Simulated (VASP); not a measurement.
All values below come from PBE GGA, VASP's PBE PAW potentials (set 64) (plane waves; VASP).

A VASP calculation is set up with these files.

INCAR:
```
ALGO = Normal
EDIFF = 1E-6
ENCUT = 400
GGA = PE
ISIF = 2
ISMEAR = 0
KGAMMA = .True.
KSPACING = 0.2
LASPH = .True.
LCHARG = .False.
LMAXMIX = 4
LREAL = .False.
LWAVE = .False.
NELM = 100
PREC = Accurate
SIGMA = 0.05
SYSTEM = InSb
```

POSCAR:
```
InSb
4.5820520
  0.0000000000   0.7071067722   0.7071067722
  0.7071067722   0.0000000000   0.7071067722
  0.7071067722   0.7071067722   0.0000000000
In Sb
1 1
Cartesian
  0.0000000000   0.0000000000   0.0000000000
  0.3535533861   0.3535533861   0.3535533861
```

POTCAR, in this order: In_d Sb (PBE.64 set). Program: vasp_std.

The resulting files:

**OSZICAR**
```
       N       E                     dE             d eps       ncg     rms          rms(c)
DAV:   1     0.104070287664E+03    0.10407E+03   -0.69125E+03   910   0.113E+03
DAV:   2    -0.282616671446E+00   -0.10435E+03   -0.10198E+03   970   0.284E+02
DAV:   3    -0.684414985055E+01   -0.65615E+01   -0.65338E+01  1160   0.802E+01
DAV:   4    -0.700926235899E+01   -0.16511E+00   -0.16507E+00  1127   0.152E+01
DAV:   5    -0.701577881327E+01   -0.65165E-02   -0.65163E-02  1281   0.237E+00    0.418E+00
DAV:   6    -0.691789294656E+01    0.97886E-01   -0.17902E-01  1250   0.733E+00    0.244E+00
DAV:   7    -0.690398266866E+01    0.13910E-01   -0.77945E-02  1218   0.304E+00    0.642E-01
DAV:   8    -0.690492872498E+01   -0.94606E-03   -0.81791E-03  1176   0.125E+00    0.268E-01
DAV:   9    -0.690554215261E+01   -0.61343E-03   -0.93235E-04  1005   0.301E-01    0.786E-02
DAV:  10    -0.690561423171E+01   -0.72079E-04   -0.61573E-05  1175   0.612E-02    0.347E-02
DAV:  11    -0.690565559247E+01   -0.41361E-04   -0.74390E-05   970   0.659E-02    0.200E-02
DAV:  12    -0.690565645375E+01   -0.86128E-06   -0.10067E-06   811   0.828E-03
   1 F= -.69056565E+01 E0= -.69056036E+01  d E =-.105805E-03
```

### OUTCAR
```
------------------------ aborting loop because EDIFF is reached ----------------------------------------
  FORCE on cell =-STRESS in cart. coord.  units (eV):
  Direction    XX          YY          ZZ          XY          YZ          ZX
  --------------------------------------------------------------------------------------
  Total        1.3009101      1.3009101      1.3009101     -0.0000000      0.0000000      0.0000000
  in kB       30.6402884     30.6402884     30.6402884     -0.0000000      0.0000000      0.0000000
  external PRESSURE =      30.6402884 kB  Pullay stress =       0.0000000 kB
  volume of cell :       68.02
      direct lattice vectors                 reciprocal lattice vectors
     0.000000000  3.240000000  3.240000000    -0.154320988  0.154320988  0.154320988
     3.240000000  0.000000000  3.240000000     0.154320988 -0.154320988  0.154320988
     3.240000000  3.240000000  0.000000000     0.154320988  0.154320988 -0.154320988
  FREE ENERGIE OF THE ION-ELECTRON SYSTEM (eV)
  ---------------------------------------------------
  free  energy   TOTEN  =        -6.9056564538 eV

  energy  without entropy=       -6.9055506490  energy(sigma->0) =       -6.90560355
```
(Selected blocks of OUTCAR.)

The compound is InSb in the zinc blende structure. The cell was not relaxed at this level. The run is one of a series of settings (KGAMMA = .TRUE., KSPACING = 0.2, KPOINTS file removed against the base run), some of them coarse on purpose.
